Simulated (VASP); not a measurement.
```xyz
2
Lattice="0.0000 2.7514 2.7514 2.7514 0.0000 2.7514 2.7514 2.7514 0.0000" Properties=species:S:1:pos:R:3 pbc="T T T"
Ga     0.0000     0.0000     0.0000
P      1.3757     1.3757     1.3757
```

The numbers are results of PBE GGA with spin-orbit coupling, VASP's PBE PAW potentials (set 64) (plane waves; VASP), not measurements. Run with 350 eV cut-off, 6×6×6 Γ-centred mesh, Gaussian smearing of 0.050 eV, potentials Ga_d P.

Q: Estimate the energy per atom (σ→0), band gap (on the k-mesh) with the smallest direct gap where there is one.

A: 
| Quantity | Value |
|---|---|
| band gap (on the k-mesh) | 1.56 eV |
| smallest direct gap (on the k-mesh) | 1.56 eV |
| energy per atom (σ→0) | -4.559 eV/atom |

Total energies compare only between runs with the same potentials, cut-off and functional.

The compound is GaP in the zinc blende structure. It was relaxed first.
